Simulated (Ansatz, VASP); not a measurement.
# Sc in two plane-wave programs, part 2 of 2

One calculation is typed for both programs; each brings its own data sets. How far apart do they land? The cell is taken from a series of runs on this material, whose earlier steps may have relaxed, scaled, displaced or heated it; both programs get it as it stands.

VASP 6.6.1 and Ansatz 0.2.0.

So far: Set-up; Ansatz: zone-centre phonons, LDA.

## Step 3: VASP: zone-centre phonons, LDA

Level of this step: LDA; plane waves and PAW (Sc_sv) (VASP).

The same cell, functional (in two slightly different forms), mesh and smearing now go to VASP, with its own data sets.

Lines of VASP's logs that name or quote its potential files are left out, and so is its time.

INCAR reads:

```
SYSTEM = Sc
PREC = Accurate
ENCUT = 500
EDIFF = 1E-08
NELM = 120
ISMEAR = 1
SIGMA = 0.2
LREAL = .FALSE.
ALGO = Normal
GGA = CA
NBANDS = 17
LASPH = .TRUE.
LORBIT = 11
LWAVE = .FALSE.
LCHARG = .FALSE.
ISIF = 2
IBRION = 8
GGA_COMPAT = .FALSE.
KPAR = 2
```

POSCAR reads:

```
Sc
1.0
    3.2235056245      0.0000000000      0.0000000000
   -1.6117528123      2.7916377601      0.0000000000
    0.0000000000      0.0000000000      5.0320678600
Sc
2
Direct
    0.3333334638      0.6666665362      0.2500000000
    0.6666665362      0.3333334638      0.7500000000
```

KPOINTS reads:

```
Automatic mesh
0
Gamma
15 15 8
0 0 0
```

Potentials, in the order of the species: Sc_sv (LDA family, release 64).

Command:

```console
$ mpirun -np 2 vasp_std
```

Numbers of over 12 decimals in the logs are rounded to 6 here.

What it wrote:

```text
[banner, memory and clock lines left out]
running    2 mpi-ranks, on    1 nodes
 distrk:  each k-point on    1 cores,    2 groups
 distr:  one band on    1 cores,    1 groups

 POSCAR found type information on POSCAR Sc
 POSCAR found :  1 types and       2 ions
 LDA part: xc-table for (Slater(with rela. corr.)+CA(PZ))
 , standard interpolation
 POSCAR, INCAR and KPOINTS ok, starting setup
 FFT: planning ... GRIDC
 FFT: planning ... GRID_SOFT
 FFT: planning ... GRID
 WAVECAR not read
 entering main loop
       N       E                     dE             d eps       ncg     rms          rms(c)
DAV:   1     0.354318766059E+03    0.35432E+03   -0.10833E+04  4630   0.140E+03
DAV:   2     0.490630001506E+01   -0.34941E+03   -0.34312E+03  5950   0.588E+02
DAV:   3    -0.144623365843E+02   -0.19369E+02   -0.18729E+02  7627   0.175E+02
DAV:   4    -0.147446469986E+02   -0.28231E+00   -0.28082E+00  6770   0.196E+01
DAV:   5    -0.147487748649E+02   -0.41279E-02   -0.41258E-02  7787   0.254E+00    0.826E+00
DAV:   6    -0.136209623386E+02    0.11278E+01   -0.25182E+00  5960   0.196E+01    0.249E+00
DAV:   7    -0.134621513090E+02    0.15881E+00   -0.60549E-01  6212   0.868E+00    0.740E-01
DAV:   8    -0.134486349609E+02    0.13516E-01   -0.25507E-02  6280   0.229E+00    0.212E-01
DAV:   9    -0.134478355583E+02    0.79940E-03   -0.50570E-03  6520   0.802E-01    0.197E-02
DAV:  10    -0.134478580882E+02   -0.22530E-04   -0.90843E-05  7279   0.145E-01    0.447E-03
DAV:  11    -0.134478588711E+02   -0.78288E-06   -0.18545E-06  7328   0.151E-02    0.120E-03
DAV:  12    -0.134478588581E+02    0.13004E-07   -0.18730E-07  7340   0.481E-03    0.692E-04
DAV:  13    -0.134478588424E+02    0.15686E-07   -0.13010E-08  4427   0.105E-03    0.958E-05
DAV:  14    -0.134478588422E+02    0.18963E-09   -0.14034E-09  3839   0.832E-04
   1 F= -.13447859E+02 E0= -.13446994E+02  d E =-.259509E-02
 Linear response reoptimize wavefunctions to high precision
DAV:   1    -0.134478588423E+02   -0.86857E-10   -0.54008E-10  3916   0.461E-04
 Linear response DOF=           2
 Linear response progress:
  Degree of freedom:   1/  2
       N       E                     dE             d eps       ncg     rms          rms(c)
 HAMIL_LR internal error: the vector H(1)-e(1) S(1) |phi(0)> is not orthogonal t
 o |phi(0)>         490          15 -1.109159238962959E-004
 HAMIL_LR internal error: the vector H(1)-e(1) S(1) |phi(0)> is not orthogonal t
 o |phi(0)>         492          15 -1.176927983821997E-004
 HAMIL_LR internal error: the vector H(1)-e(1) S(1) |phi(0)> is not orthogonal t
 o |phi(0)>         492          17 -1.062212105390481E-004
 HAMIL_LR internal error: the vector H(1)-e(1) S(1) |phi(0)> is not orthogonal t
 o |phi(0)>         521          15 -1.015986090484589E-004
 HAMIL_LR internal error: the vector H(1)-e(1) S(1) |phi(0)> is not orthogonal t
 o |phi(0)>         516          15 -1.008271643621883E-004
RMM:   1    -0.722745005123E+00   -0.72275E+00   -0.10046E+02 19374   0.294E+02
 HAMIL_LR internal error: the vector H(1)-e(1) S(1) |phi(0)> is not orthogonal t
 o |phi(0)>         490          15 -1.109159238962959E-004
 HAMIL_LR internal error: the vector H(1)-e(1) S(1) |phi(0)> is not orthogonal t
 o |phi(0)>         492          15 -1.176927983821997E-004
 HAMIL_LR internal error: the vector H(1)-e(1) S(1) |phi(0)> is not orthogonal t
 o |phi(0)>         492          17 -1.062212105390481E-004
 HAMIL_LR internal error: the vector H(1)-e(1) S(1) |phi(0)> is not orthogonal t
 o |phi(0)>         521          15 -1.015986090484589E-004
 HAMIL_LR internal error: the vector H(1)-e(1) S(1) |phi(0)> is not orthogonal t
 o |phi(0)>         516          15 -1.008271643621883E-004
RMM:   2    -0.722946999590E+00   -0.20199E-03   -0.19270E-01 31260   0.530E+00    0.110E-01
 HAMIL_LR internal error: the vector H(1)-e(1) S(1) |phi(0)> is not orthogonal t
 o |phi(0)>         490          15 -1.119886634152328E-004
 HAMIL_LR internal error: the vector H(1)-e(1) S(1) |phi(0)> is not orthogonal t
 o |phi(0)>         492          15 -1.188323819542314E-004
 HAMIL_LR internal error: the vector H(1)-e(1) S(1) |phi(0)> is not orthogonal t
 o |phi(0)>         492          17 -1.073000930048584E-004
 HAMIL_LR internal error: the vector H(1)-e(1) S(1) |phi(0)> is not orthogonal t
 o |phi(0)>         516          15 -1.018034630205777E-004
 HAMIL_LR internal error: the vector H(1)-e(1) S(1) |phi(0)> is not orthogonal t
 o |phi(0)>         521          15 -1.025827390475909E-004
RMM:   3    -0.723943164547E+00   -0.99616E-03   -0.95610E-03 33154   0.103E+00    0.401E-02
 HAMIL_LR internal error: the vector H(1)-e(1) S(1) |phi(0)> is not orthogonal t
 o |phi(0)>         490          15 -1.123986095322438E-004
 HAMIL_LR internal error: the vector H(1)-e(1) S(1) |phi(0)> is not orthogonal t
 o |phi(0)>         492          15 -1.192673562524713E-004
 HAMIL_LR internal error: the vector H(1)-e(1) S(1) |phi(0)> is not orthogonal t
[...]
HAMIL_LR internal error: the vector H(1)-e(1) S(1) |phi(0)> is not orthogonal t
 o |phi(0)>         492          17 -1.076829610072716E-004
 HAMIL_LR internal error: the vector H(1)-e(1) S(1) |phi(0)> is not orthogonal t
 o |phi(0)>         516          15 -1.021605152686511E-004
 HAMIL_LR internal error: the vector H(1)-e(1) S(1) |phi(0)> is not orthogonal t
[...]
RMM:  24    -0.722934320020E+00    0.33200E-09   -0.14197E-06 48702   0.114E-02    0.136E-06
 HAMIL_LR internal error: the vector H(1)-e(1) S(1) |phi(0)> is not orthogonal t
 o |phi(0)>         490          15 -1.123807904963858E-004
 HAMIL_LR internal error: the vector H(1)-e(1) S(1) |phi(0)> is not orthogonal t
 o |phi(0)>         492          15 -1.192481240215697E-004
 HAMIL_LR internal error: the vector H(1)-e(1) S(1) |phi(0)> is not orthogonal t
 o |phi(0)>         492          17 -1.076829596429185E-004
 HAMIL_LR internal error: the vector H(1)-e(1) S(1) |phi(0)> is not orthogonal t
 o |phi(0)>         516          15 -1.021605140835713E-004
 HAMIL_LR internal error: the vector H(1)-e(1) S(1) |phi(0)> is not orthogonal t
 o |phi(0)>         521          15 -1.029422630257903E-004
RMM:  25    -0.722934319439E+00    0.58064E-09   -0.13448E-06 49100   0.114E-02    0.144E-06
 HAMIL_LR internal error: the vector H(1)-e(1) S(1) |phi(0)> is not orthogonal t
 o |phi(0)>         490          15 -1.123807923704423E-004
 HAMIL_LR internal error: the vector H(1)-e(1) S(1) |phi(0)> is not orthogonal t
 o |phi(0)>         492          15 -1.192481260179519E-004
 HAMIL_LR internal error: the vector H(1)-e(1) S(1) |phi(0)> is not orthogonal t
 o |phi(0)>         492          17 -1.076829613145258E-004
 HAMIL_LR internal error: the vector H(1)-e(1) S(1) |phi(0)> is not orthogonal t
 o |phi(0)>         521          15 -1.029422647444295E-004
 HAMIL_LR internal error: the vector H(1)-e(1) S(1) |phi(0)> is not orthogonal t
 o |phi(0)>         516          15 -1.021605157748018E-004
RMM:  26    -0.722934317370E+00    0.20690E-08   -0.13645E-06 49532   0.114E-02    0.174E-06
 HAMIL_LR internal error: the vector H(1)-e(1) S(1) |phi(0)> is not orthogonal t
 o |phi(0)>         490          15 -1.123807919115316E-004
 HAMIL_LR internal error: the vector H(1)-e(1) S(1) |phi(0)> is not orthogonal t
 o |phi(0)>         492          15 -1.192481255299395E-004
 HAMIL_LR internal error: the vector H(1)-e(1) S(1) |phi(0)> is not orthogonal t
 o |phi(0)>         492          17 -1.076829610532348E-004
 HAMIL_LR internal error: the vector H(1)-e(1) S(1) |phi(0)> is not orthogonal t
 o |phi(0)>         516          15 -1.021605153582461E-004
 HAMIL_LR internal error: the vector H(1)-e(1) S(1) |phi(0)> is not orthogonal t
 o |phi(0)>         521          15 -1.029422643240435E-004
RMM:  27    -0.722934317262E+00    0.10851E-09   -0.12492E-06 49874   0.114E-02    0.172E-06
 HAMIL_LR internal error: the vector H(1)-e(1) S(1) |phi(0)> is not orthogonal t
 o |phi(0)>         490          15 -1.123807915648783E-004
 HAMIL_LR internal error: the vector H(1)-e(1) S(1) |phi(0)> is not orthogonal t
 o |phi(0)>         492          15 -1.192481251646484E-004
 HAMIL_LR internal error: the vector H(1)-e(1) S(1) |phi(0)> is not orthogonal t
 o |phi(0)>         492          17 -1.076829606151408E-004
 HAMIL_LR internal error: the vector H(1)-e(1) S(1) |phi(0)> is not orthogonal t
 o |phi(0)>         516          15 -1.021605150403615E-004
 HAMIL_LR internal error: the vector H(1)-e(1) S(1) |phi(0)> is not orthogonal t
 o |phi(0)>         521          15 -1.029422640038552E-004
RMM:  28    -0.722934317441E+00   -0.17880E-09   -0.12468E-06 50285   0.114E-02    0.176E-06
 HAMIL_LR internal error: the vector H(1)-e(1) S(1) |phi(0)> is not orthogonal t
 o |phi(0)>         490          15 -1.123807901570184E-004
 HAMIL_LR internal error: the vector H(1)-e(1) S(1) |phi(0)> is not orthogonal t
 o |phi(0)>         492          15 -1.192481236700869E-004
 HAMIL_LR internal error: the vector H(1)-e(1) S(1) |phi(0)> is not orthogonal t
 o |phi(0)>         492          17 -1.076829593021356E-004
 HAMIL_LR internal error: the vector H(1)-e(1) S(1) |phi(0)> is not orthogonal t
 o |phi(0)>         516          15 -1.021605137703496E-004
 HAMIL_LR internal error: the vector H(1)-e(1) S(1) |phi(0)> is not orthogonal t
 o |phi(0)>         521          15 -1.029422627141785E-004
RMM:  29    -0.722934316736E+00    0.70489E-09   -0.11800E-06 50498   0.114E-02    0.155E-06
 first order change of Fermi-energy   0.29906E-04
 force on displaced ion       1 direction 1 :  -1.485  -0.001   0.000
 Linear response progress:
  Degree of freedom:   2/  2
       N       E                     dE             d eps       ncg     rms          rms(c)
RMM:   1    -0.791904284686E+00   -0.79190E+00   -0.10153E+02  6619   0.297E+02
RMM:   2    -0.793234666306E+00   -0.13304E-02   -0.20218E-01 10586   0.540E+00    0.134E-01
RMM:   3    -0.795387624247E+00   -0.21530E-02   -0.75686E-03 11172   0.102E+00    0.464E-02
RMM:   4    -0.794509183489E+00    0.87844E-03   -0.16271E-03 13385   0.305E-01    0.180E-02
RMM:   5    -0.794290222518E+00    0.21896E-03   -0.13429E-04 12901   0.859E-02    0.137E-02
RMM:   6    -0.794206383598E+00    0.83839E-04   -0.36196E-05 12081   0.408E-02    0.595E-03
RMM:   7    -0.794202638081E+00    0.37455E-05   -0.21701E-05 14083   0.251E-02    0.221E-03
RMM:   8    -0.794229738405E+00   -0.27100E-04   -0.12319E-05 12488   0.176E-02    0.533E-04
RMM:   9    -0.794235764718E+00   -0.60263E-05   -0.91755E-06 13794   0.123E-02    0.334E-04
RMM:  10    -0.794244569513E+00   -0.88048E-05   -0.57416E-06 12635   0.120E-02    0.102E-04
RMM:  11    -0.794247117791E+00   -0.25483E-05   -0.57069E-06 13666   0.116E-02    0.462E-05
RMM:  12    -0.794247124536E+00   -0.67451E-08   -0.47767E-06 13237   0.119E-02    0.207E-05
RMM:  13    -0.794247520963E+00   -0.39643E-06   -0.45570E-06 14118   0.118E-02    0.932E-06
RMM:  14    -0.794247447317E+00    0.73646E-07   -0.43602E-06 13899   0.119E-02    0.515E-06
[...]
RMM:  22    -0.794247541764E+00   -0.27903E-09   -0.50675E-06 15851   0.120E-02    0.130E-06
RMM:  23    -0.794247552546E+00   -0.10781E-07   -0.51641E-06 16197   0.120E-02    0.114E-06
RMM:  24    -0.794247556803E+00   -0.42572E-08   -0.53194E-06 16176   0.120E-02    0.208E-06
RMM:  25    -0.794247567122E+00   -0.10319E-07   -0.52912E-06 16474   0.120E-02    0.177E-06
RMM:  26    -0.794247564767E+00    0.23552E-08   -0.52101E-06 16446   0.120E-02    0.236E-06
RMM:  27    -0.794247554326E+00    0.10441E-07   -0.51256E-06 16693   0.120E-02    0.218E-06
RMM:  28    -0.794247527214E+00    0.27112E-07   -0.47220E-06 16700   0.120E-02    0.257E-06
RMM:  29    -0.794247482338E+00    0.44876E-07   -0.42773E-06 16910   0.120E-02    0.230E-06
 first order change of Fermi-energy   0.24350E-05
 force on displaced ion       1 direction 3 :  -0.000   0.000  -4.472
 Linear response finished
```

OUTCAR, selected parts (step 3):

```text
ion  position               nearest neighbor table
   1  0.333  0.667  0.250-   2 3.13   2 3.13   2 3.13   2 3.13   2 3.13   2 3.13
   2  0.667  0.333  0.750-   1 3.13   1 3.13   1 3.13   1 3.13   1 3.13   1 3.13

  LATTYP: Found a hexagonal cell.
 ALAT       =     3.2235056245
 C/A-ratio  =     1.5610544687

 Subroutine GETGRP returns: Found 24 space group operations
 (whereof 12 operations were pure point group operations)

The static configuration has the point symmetry D_3d.
 The point group associated with its full space group is D_6h.

 Found    135 irreducible k-points:

   k-points           NKPTS =    135   k-points in BZ     NKDIM =    135   number of bands    NBANDS=     17

   dimension x,y,z NGX =    24 NGY =   24 NGZ =   40
   dimension x,y,z NGXF=    48 NGYF=   48 NGZF=   80

   ENCUT  =  500.0 eV  36.75 Ry    6.06 a.u.   5.88  5.88  9.17*2*pi/ulx,y,z

   NELECT =      22.0000    total number of electrons

 k-points in reciprocal lattice and weights: Automatic mesh
   0.00000000  0.00000000  0.00000000       0.001
   0.06666667  0.00000000  0.00000000       0.003
   0.13333333  0.00000000  0.00000000       0.003
   0.20000000  0.00000000  0.00000000       0.003
   0.26666667  0.00000000  0.00000000       0.003
   0.33333333  0.00000000  0.00000000       0.003
   0.40000000 -0.00000000  0.00000000       0.003
   0.46666667 -0.00000000  0.00000000       0.003
   0.06666667  0.06666667  0.00000000       0.003
[...]
0.33333333  0.26666667  0.50000000       0.007
   0.33333333  0.33333333  0.50000000       0.001

 average (electrostatic) potential at core
       1 -46.4686       2 -46.4686

  Total        0.0223258      0.0223258     -0.2481410     -0.0000000      0.0000000     -0.0000000
  in kB        0.7899203      0.7899203     -8.7796088     -0.0000000      0.0000000     -0.0000000
  external PRESSURE =      -2.3999227 kB  Pullay stress =       0.0000000 kB

  energy-cutoff  :      500.00
  volume of cell :       45.28
      direct lattice vectors                 reciprocal lattice vectors
     3.223505624  0.000000000  0.000000000     0.310221267  0.179106332  0.000000000
    -1.611752812  2.791637760  0.000000000     0.000000000  0.358212664  0.000000000
     0.000000000  0.000000000  5.032067860     0.000000000  0.000000000  0.198725460

 POSITION                                       TOTAL-FORCE (eV/Angst)
 -----------------------------------------------------------------------------------
      0.00000      1.86109      1.25802        -0.000000      0.000000      0.000000
      1.61175      0.93055      3.77405         0.000000     -0.000000      0.000000
 -----------------------------------------------------------------------------------
    total drift:                               -0.000227      0.000131     -0.000006

 Eigenvectors and eigenvalues of the dynamical matrix
 ----------------------------------------------------

   1 f  =    6.972954 THz    43.812363 2PiTHz  232.592712 cm-1    28.837808 meV
             X         Y         Z           dx          dy          dz
      0.000001  1.861091  1.258017     0.000000   -0.000000    0.707107
      1.611752  0.930546  3.774051    -0.000000   -0.000000   -0.707107

   2 f  =    4.018265 THz    25.247503 2PiTHz  134.034887 cm-1    16.618201 meV
             X         Y         Z           dx          dy          dz
      0.000001  1.861091  1.258017     0.302541   -0.639116   -0.000000
      1.611752  0.930546  3.774051    -0.302541    0.639116   -0.000000

   3 f  =    4.018265 THz    25.247503 2PiTHz  134.034887 cm-1    16.618201 meV
             X         Y         Z           dx          dy          dz
      0.000001  1.861091  1.258017     0.639116    0.302541    0.000000
      1.611752  0.930546  3.774051    -0.639116   -0.302541    0.000000

   4 f  =    0.000000 THz     0.000000 2PiTHz    0.000002 cm-1     0.000000 meV
             X         Y         Z           dx          dy          dz
      0.000001  1.861091  1.258017    -0.619929   -0.339886    0.012864
      1.611752  0.930546  3.774051    -0.619929   -0.339886    0.012864

   5 f/i=    0.000000 THz     0.000000 2PiTHz    0.000000 cm-1     0.000000 meV
             X         Y         Z           dx          dy          dz
      0.000001  1.861091  1.258017    -0.339982    0.618430   -0.044236
      1.611752  0.930546  3.774051    -0.339982    0.618430   -0.044236

   6 f/i=    0.000000 THz     0.000000 2PiTHz    0.000002 cm-1     0.000000 meV
             X         Y         Z           dx          dy          dz
      0.000001  1.861091  1.258017    -0.010012    0.044967    0.705605
      1.611752  0.930546  3.774051    -0.010012    0.044967    0.705605

 ELASTIC MODULI CONTR FROM IONIC RELAXATION (kBar)
 Direction    XX          YY          ZZ          XY          YZ          ZX
 --------------------------------------------------------------------------------
 XX         -61.6148     61.6148     -0.0000      0.0000      0.0000      0.0000
 YY          61.6148    -61.6148      0.0000      0.0000      0.0000      0.0000
 ZZ          -0.0000      0.0000     -0.0000     -0.0000      0.0000      0.0000
 XY           0.0000      0.0000     -0.0000    -61.6148      0.0000      0.0000
 YZ           0.0000      0.0000      0.0000      0.0000      0.0000      0.0000
 ZX           0.0000      0.0000      0.0000      0.0000      0.0000      0.0000
 --------------------------------------------------------------------------------
```

## Step 4: Side by side

Known differences besides the potentials themselves: the two LDA forms differ slightly; the cutoff is 420 eV in Ansatz and 500 eV in VASP; VASP's log shows a relativistic correction to its local exchange, Ansatz's none. Total energies have different zeros and are not compared.

The two programs side by side:

| quantity | Ansatz | VASP | difference |
| --- | --- | --- | --- |
| optical mode 1 to 2 (cm⁻¹) | 134.2 | 134.0 | +0.10 % |
| optical mode 3 (cm⁻¹) | 231.2 | 232.6 | -0.62 % |

Modes are paired by rising frequency, not by their patterns, so a pair may set unlike modes beside each other; they are those without the splitting of longitudinal modes.

## Step 5: Results

| Property | Result |
| --- | --- |
| r.m.s. difference of the optical zone-centre modes, each program's sorted by frequency (zone-centre phonons, LDA) | 0.83 cm⁻¹ |
| difference in optical mode 3 (zone-centre phonons, LDA) | -0.6 % |

What this shows: The r.m.s. difference of the optical zone-centre modes, each program's sorted by frequency is 0.83 cm⁻¹ (zone-centre phonons, LDA). Among the rows given in per cent, the largest difference of the zone-centre phonons, LDA pair is in optical mode 3, -0.6 %. How closely two codes agree says nothing of how well the functional describes the real material.

[Lines on the potential files, build, host, timing and source positions are cut from VASP's logs without a mark.]

[Logs are printed without paths, hosts, clocks, repeated set-up lines and the standing remarks that a program may print on its own settings, such as how far it seeks lower states.]

[Hosts, paths, dates, database ids (printed as entryN), source tags and the programs' standing remarks are cut or masked in the printed files.]
